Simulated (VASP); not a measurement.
# CrMo7S16 (a cell with a defect) in VASP: single point with PBEsol+U

Aim: the single point of CrMo7S16 (a cell with a defect) with PBEsol+U.

All numbers are computed with VASP 6.6.1; they aren't measurements. Logs are shortened: lines on timing, memory, paths and dates and some standing lists are left out, and cuts for length are marked.

**1. Starting point**

The cell holds a defect, 24 atoms: a = 6.338 Å, b = 6.338 Å, c = 12.324 Å, α = 90.00°, β = 90.00°, γ = 120.00°.

**2. Single point, PBEsol+U**

INCAR reads:

```
SYSTEM = CrMo7S16
PREC = Accurate
ENCUT = 350
EDIFF = 1E-5
ISMEAR = 0
SIGMA = 0.03
LREAL = Auto
LASPH = .TRUE.
NELM = 120
ALGO = Normal
ISIF = 2
LWAVE = .FALSE.
LCHARG = .FALSE.
LMAXMIX = 4
LDAU = .TRUE.
LDAUTYPE = 2
LDAUL = 2 -1 -1
LDAUU = 3 0 0
LDAUJ = 0 0 0
LDAUPRINT = 1
GGA = PS
NBANDS = 121
LORBIT = 11
NELECT = 205.0
KPAR = 4
```

KPOINTS reads:

```
Automatic mesh
0
G
  3 3 2
  0 0 0
```

POSCAR reads:

```
CrMo7S16
1.0
    6.3379960990      0.0000000000      0.0000000000
   -3.1689980495      5.4888656308      0.0000000000
    0.0000000000      0.0000000000     12.3240000000
Cr Mo S
1 7 16
Direct
    0.1666666667      0.3333333333      0.2500000000
    0.1666666667      0.8333333333      0.2500000000
    0.6666666667      0.3333333333      0.2500000000
    0.6666666667      0.8333333333      0.2500000000
    0.3333333333      0.1666666667      0.7500000000
    0.3333333333      0.6666666667      0.7500000000
    0.8333333333      0.1666666667      0.7500000000
    0.8333333333      0.6666666667      0.7500000000
    0.1666666667      0.3333333333      0.6230000000
    0.1666666667      0.8333333333      0.6230000000
    0.6666666667      0.3333333333      0.6230000000
    0.6666666667      0.8333333333      0.6230000000
    0.3333333333      0.1666666667      0.1230000000
    0.3333333333      0.6666666667      0.1230000000
    0.8333333333      0.1666666667      0.1230000000
    0.8333333333      0.6666666667      0.1230000000
    0.1666666667      0.3333333333      0.8770000000
    0.1666666667      0.8333333333      0.8770000000
    0.6666666667      0.3333333333      0.8770000000
    0.6666666667      0.8333333333      0.8770000000
    0.3333333333      0.1666666667      0.3770000000
    0.3333333333      0.6666666667      0.3770000000
    0.8333333333      0.1666666667      0.3770000000
    0.8333333333      0.6666666667      0.3770000000
```

Potentials or basis: VASP PAW PBE potentials, release 64 (Cr_pv, Mo_sv, S).

On the command line:

```bash
$ cat potpaw_PBE.64/Cr_pv/POTCAR potpaw_PBE.64/Mo_sv/POTCAR potpaw_PBE.64/S/POTCAR > POTCAR
$ mpirun -np 4 vasp_std > vasp.out
```

OUTCAR:

```text
SYSTEM = CrMo7S16
   PREC = Accurate
   ENCUT = 350
   EDIFF = 1E-5
   ISMEAR = 0
   LREAL = Auto
   LASPH = .TRUE.
   NELM = 120
   ISIF = 2
   GGA = PS
   LORBIT = 11
   NELECT = 205.0

 ion  position               nearest neighbor table
   1  0.167  0.333  0.250-  13 2.41  21 2.41  14 2.41  22 2.41  15 2.41  23 2.41   2 3.17   4 3.17
                             2 3.17   4 3.17   3 3.17   3 3.17
   2  0.167  0.833  0.250-  14 2.41  22 2.41  21 2.41  13 2.41  16 2.41  24 2.41   1 3.17   3 3.17
                             1 3.17   3 3.17   4 3.17   4 3.17
   3  0.667  0.333  0.250-  15 2.41  23 2.41  16 2.41  24 2.41  13 2.41  21 2.41   2 3.17   4 3.17
                             4 3.17   2 3.17   1 3.17   1 3.17
   4  0.667  0.833  0.250-  16 2.41  24 2.41  23 2.41  15 2.41  14 2.41  22 2.41   1 3.17   3 3.17
                             3 3.17   1 3.17   2 3.17   2 3.17
   5  0.333  0.167  0.750-   9 2.41  17 2.41  10 2.41  18 2.41  11 2.41  19 2.41   6 3.17   8 3.17
                             6 3.17   8 3.17   7 3.17   7 3.17
   6  0.333  0.667  0.750-  10 2.41  18 2.41  17 2.41   9 2.41  12 2.41  20 2.41   5 3.17   7 3.17
                             5 3.17   7 3.17   8 3.17   8 3.17
   7  0.833  0.167  0.750-  11 2.41  19 2.41  12 2.41  20 2.41   9 2.41  17 2.41   6 3.17   8 3.17
                             8 3.17   6 3.17   5 3.17   5 3.17
   8  0.833  0.667  0.750-  12 2.41  20 2.41  19 2.41  11 2.41  10 2.41  18 2.41   5 3.17   7 3.17
                             7 3.17   5 3.17   6 3.17   6 3.17
   9  0.167  0.333  0.623-   5 2.41   6 2.41   7 2.41
  10  0.167  0.833  0.623-   6 2.41   5 2.41   8 2.41
  11  0.667  0.333  0.623-   7 2.41   8 2.41   5 2.41
  12  0.667  0.833  0.623-   8 2.41   7 2.41   6 2.41
  13  0.333  0.167  0.123-   1 2.41   2 2.41   3 2.41
  14  0.333  0.667  0.123-   2 2.41   1 2.41   4 2.41
[... 8 lines left out ...]
  23  0.833  0.167  0.377-   3 2.41   4 2.41   1 2.41
  24  0.833  0.667  0.377-   4 2.41   3 2.41   2 2.41

  LATTYP: Found a hexagonal cell.
 ALAT       =     6.3379960990
 C/A-ratio  =     1.9444631722

  Lattice vectors:

 A1 = (   6.3379960990,   0.0000000000,   0.0000000000)
 A2 = (  -3.1689980495,   5.4888656308,   0.0000000000)
 A3 = (   0.0000000000,   0.0000000000,  12.3240000000)

Analysis of symmetry for initial positions (statically):
=====================================================================
 Subroutine PRICEL returns:
 Original cell was already a primitive cell.

 Routine SETGRP: Setting up the symmetry group for a
 hexagonal supercell.

 Subroutine GETGRP returns: Found 12 space group operations
 (whereof  2 operations were pure point group operations)
 out of a pool of 24 trial point group operations.

The static configuration has the point symmetry C_1h.
 The point group associated with its full space group is D_3h.

Analysis of symmetry for dynamics (positions and initial velocities):
=====================================================================
 Subroutine PRICEL returns:
 Original cell was already a primitive cell.

 Routine SETGRP: Setting up the symmetry group for a
 hexagonal supercell.

 Subroutine GETGRP returns: Found 12 space group operations
 (whereof  2 operations were pure point group operations)
 out of a pool of 24 trial point group operations.

The dynamic configuration has the point symmetry C_1h.
 The point group associated with its full space group is D_3h.

 Subroutine INISYM returns: Found 12 space group operations
 (whereof  2 operations are pure point group operations),
 and found     1 'primitive' translations

----------------------------------------------------------------------------------------

                                     Primitive cell

  volume of cell :     428.7324

  direct lattice vectors                    reciprocal lattice vectors
     6.337996099  0.000000000  0.000000000     0.157778576  0.091093503  0.000000000
    -3.168998049  5.488865631  0.000000000     0.000000000  0.182187007  0.000000000
     0.000000000  0.000000000 12.324000000     0.000000000  0.000000000  0.081142486
[... 124 lines left out ...]
   ISMEAR =     0;   SIGMA  =   0.03  broadening in eV -4-tet -1-fermi 0-gaus
   EFERMI_NEDOS =   21; number of points for ismear=-14 and -15
   IALGO  =     38    algorithm
   IMIX   =      4    mixing-type and parameters
     AMIX     =   0.40;   BMIX     =  1.00
     AMIX_MAG =   1.60;   BMIX_MAG =  1.00
  volume/ion in A,a.u.               =      17.86       120.55
  Fermi-wavevector in a.u.,A,eV,Ry     =   1.280159  2.419150 22.297336  1.638808
  Thomas-Fermi vector in A             =   2.412603
   LORBIT       =     11    0 simple, 1 ext, 2 COOP (PROOUT), +10 PAW based schemes
 LDA+U is selected, type is set to LDAUTYPE =  2
   angular momentum for each species LDAUL =     2   -1   -1
   U (eV)           for each species LDAUU =   3.0  0.0  0.0
   J (eV)           for each species LDAUJ =   0.0  0.0  0.0
   GGA     = PS    functional components
   LHFCALC =     F    Hartree Fock is set to
   AEXX    =    0.0000 exact exchange contribution
   IVDW    =     0    specifies the selected vdW correction
   LEPSILON=     F    determine dielectric tensor
   LRPA    =     F    only Hartree local field effects (RPA)
 non-spin polarized calculation
 Gauss-broadening in eV      SIGMA  =   0.03
  energy-cutoff  :      350.00
  volume of cell :      428.73
 maximum number of plane-waves:      6458
 NGX is ok and might be reduce to    40
   NGX = 19   NGY = 19   NGZ = 37

atom =   1  type =  1  l = 2

 onsite density matrix

spin component  1

  0.4129 -0.0000  0.0000 -0.0000  0.0000
 -0.0000  0.3742  0.0000 -0.0000 -0.0000
  0.0000  0.0000  0.4901 -0.0000 -0.0000
 -0.0000 -0.0000 -0.0000  0.3742  0.0000
  0.0000 -0.0000 -0.0000  0.0000  0.4129

spin component  2

  0.4129 -0.0000  0.0000 -0.0000  0.0000
 -0.0000  0.3742  0.0000 -0.0000 -0.0000
  0.0000  0.0000  0.4901 -0.0000 -0.0000
 -0.0000 -0.0000 -0.0000  0.3742  0.0000
  0.0000 -0.0000 -0.0000  0.0000  0.4129

 occupancies and eigenvectors

  o =  0.3742  v =  0.0000  1.0000  0.0000  0.0000  0.0000  0.0000  0.0000  0.0000  0.0000  0.0000      0.0000  0.0000  0.0000  0.0000  0.0000  0.0000  0.0000  0.0000  0.0000  0.0000
  o =  0.3742  v =  0.0000  0.0000  0.0000  0.0000  0.0000  0.0000  1.0000  0.0000  0.0000  0.0000      0.0000  0.0000  0.0000  0.0000  0.0000  0.0000  0.0000  0.0000  0.0000  0.0000
  o =  0.3742  v =  0.0000  0.0000  0.0000 -1.0000 -0.0000  0.0000  0.0000  0.0000  0.0000  0.0000      0.0000  0.0000  0.0000  0.0000  0.0000  0.0000  0.0000  0.0000  0.0000  0.0000
  o =  0.3742  v =  0.0000  0.0000  0.0000  0.0000  0.0000  0.0000  0.0000  0.0000 -1.0000 -0.0000      0.0000  0.0000  0.0000  0.0000  0.0000  0.0000  0.0000  0.0000  0.0000  0.0000
  o =  0.4129  v =  1.0000  0.0000  0.0000  0.0000  0.0000  0.0000  0.0000  0.0000  0.0000  0.0000      0.0000  0.0000  0.0000  0.0000  0.0000  0.0000  0.0000  0.0000  0.0000  0.0000
  o =  0.4129  v =  0.0000  0.0000  0.0000  0.0000  0.0000  1.0000  0.0000  0.0000  0.0000  0.0000      0.0000  0.0000  0.0000  0.0000  0.0000  0.0000  0.0000  0.0000  0.0000  0.0000
  o =  0.4129  v =  0.0000  0.0000  0.0000  0.0000  0.0000  0.0000  0.0000 -0.0000  0.0000 -1.0000      0.0000  0.0000  0.0000  0.0000  0.0000  0.0000  0.0000  0.0000  0.0000  0.0000
  o =  0.4129  v =  0.0000  0.0000 -0.0000  0.0000 -1.0000  0.0000  0.0000  0.0000  0.0000  0.0000      0.0000  0.0000  0.0000  0.0000  0.0000  0.0000  0.0000  0.0000  0.0000  0.0000
  o =  0.4901  v =  0.0000  0.0000  0.0000  0.0000  0.0000  0.0000  0.0000 -1.0000  0.0000  0.0000      0.0000  0.0000  0.0000  0.0000  0.0000  0.0000  0.0000  0.0000  0.0000  0.0000
  o =  0.4901  v =  0.0000  0.0000 -1.0000  0.0000  0.0000  0.0000  0.0000  0.0000  0.0000  0.0000      0.0000  0.0000  0.0000  0.0000  0.0000  0.0000  0.0000  0.0000  0.0000  0.0000

 number of electron     205.0000065 magnetization

 Free energy of the ion-electron system (eV)
  ---------------------------------------------------
  ext. energy  EPLUGINS =         0.00000000
  ---------------------------------------------------
  free energy    TOTEN  =      -187.85742153 eV

  energy without entropy =     -187.85512990  energy(sigma->0) =     -187.85627572

 E-fermi :   6.4417     XC(G=0): -10.9153

 val. band max:        6.4080363730   @ k =   0.3333   0.3333   0.0000
 cond. band min:       6.4695014858   @ k =   0.3333   0.3333   0.5000
 fundamental gap:      0.0614651129
 Fermi energy:         6.4416615367

 k-point     1 :       0.0000    0.0000    0.0000
  band No.  band energies     occupation
      1     -54.3507      2.00000
      2     -54.3207      2.00000
      3     -54.3207      2.00000
      4     -54.2796      2.00000
      5     -54.2400      2.00000
      6     -54.2392      2.00000
[... 691 lines left out ...]
    113       8.6766      0.00000
    114       8.7666      0.00000
 [bands above 114 left out]

------------------------ aborting loop because EDIFF is reached ----------------------------------------

  FORCE on cell =-STRESS in cart. coord.  units (eV):
  Direction    XX          YY          ZZ          XY          YZ          ZX
  --------------------------------------------------------------------------------------
  -------------------------------------------------------------------------------------
  Total      -25.6285463    -25.6285463    -26.6961916      0.0000000      0.0000000      0.0000000
  in kB      -95.7741483    -95.7741483    -99.7639500      0.0000000      0.0000000      0.0000000
  external PRESSURE =     -97.1040822 kB  Pullay stress =       0.0000000 kB

 VOLUME and BASIS-vectors are now :
 -----------------------------------------------------------------------------
  energy-cutoff  :      350.00
  volume of cell :      428.73
      direct lattice vectors                 reciprocal lattice vectors
     6.337996099  0.000000000  0.000000000     0.157778576  0.091093503  0.000000000
    -3.168998049  5.488865631  0.000000000     0.000000000  0.182187007  0.000000000
     0.000000000  0.000000000 12.324000000     0.000000000  0.000000000  0.081142486

 POSITION                                       TOTAL-FORCE (eV/Angst)
 -----------------------------------------------------------------------------------
      0.00000      1.82962      3.08100         0.000000      0.000000      0.000000
     -1.58450      4.57405      3.08100         0.161495      0.093239      0.000000
      3.16900      1.82962      3.08100        -0.000000     -0.186478      0.000000
      1.58450      4.57405      3.08100        -0.161495      0.093239      0.000000
      1.58450      0.91481      9.24300        -0.005284      0.003051      0.000000
     -0.00000      3.65924      9.24300         0.000000     -0.006101      0.000000
[... 16 lines left out ...]
      4.75350      0.91481      4.64615         0.487482      0.281448     -0.874217
      3.16900      3.65924      4.64615         0.000000      0.000000     -0.283113
 -----------------------------------------------------------------------------------
    total drift:                                0.000002     -0.000001      0.000000

  FREE ENERGIE OF THE ION-ELECTRON SYSTEM (eV)
  ---------------------------------------------------
  free  energy   TOTEN  =      -187.8574215328 eV

  energy  without entropy=     -187.8551299012  energy(sigma->0) =     -187.85627572

 total charge

# of ion       s       p       d       tot
------------------------------------------
    1        0.281   6.301   4.100  10.681
    2        2.296   6.219   3.898  12.413
    3        2.296   6.219   3.898  12.413
    4        2.296   6.219   3.898  12.413
    5        2.294   6.221   3.918  12.432
    6        2.294   6.221   3.918  12.432
[... 16 lines left out ...]
   23        1.362   2.269   0.000   3.631
   24        1.360   2.293   0.000   3.653
--------------------------------------------------
tot         38.114  86.400  31.464 155.978
```

It took 3.1 min on 4 MPI ranks of Intel Xeon 6975P-C (Granite Rapids), shared host; peak memory 0.42 GiB.

Results:

```
Free energy                                           : -187.8574 eV
Largest force                                         : 1.040 eV/Å
Band gap on the k mesh                                : none (metal or under the smearing width)
Valence electrons inside the program's atomic spheres : Cr 10.68; Mo 12.41, 12.43; S 3.65, 3.63
```

Forces on the atoms (eV/Å):
```
Cr   0.000  0.000  0.000
Mo   0.161  0.093  0.000
Mo   0.000 -0.186  0.000
Mo  -0.161  0.093  0.000
Mo  -0.005  0.003  0.000
Mo   0.000 -0.006  0.000
Mo   0.005  0.003  0.000
Mo   0.000  0.000  0.000
S    0.000  0.000  0.304
S    0.001  0.001  0.298
S    0.000 -0.001  0.298
S   -0.001  0.001  0.298
S   -0.487  0.281  0.874
S    0.000 -0.563  0.874
S    0.487  0.281  0.874
S    0.000  0.000  0.283
S    0.000  0.000 -0.304
S    0.001  0.001 -0.298
S    0.000 -0.001 -0.298
S   -0.001  0.001 -0.298
S   -0.487  0.281 -0.874
S    0.000 -0.563 -0.874
S    0.487  0.281 -0.874
S    0.000  0.000 -0.283
```

Eigenvalues of the final occupation matrices:
```tsv
site	spin	trace	eigenvalues
site 1 d	1	2.06	0.37 0.37 0.41 0.41 0.49
site 1 d	2	2.06	0.37 0.37 0.41 0.41 0.49
```

Caveat: the k mesh is coarse (spacing up to 0.38 Å⁻¹), so the values aren't converged; the cell is charged against a uniform background, so pressure and absolute levels hang on convention; the PAW data sets were made with another functional, which shifts forces and pressure a little; the run has no spin polarisation, though such a crystal can be magnetic; U without spin polarisation on a metal has little footing. Spin polarisation is off, so any magnetic state and its effect on volume and gap are missing.
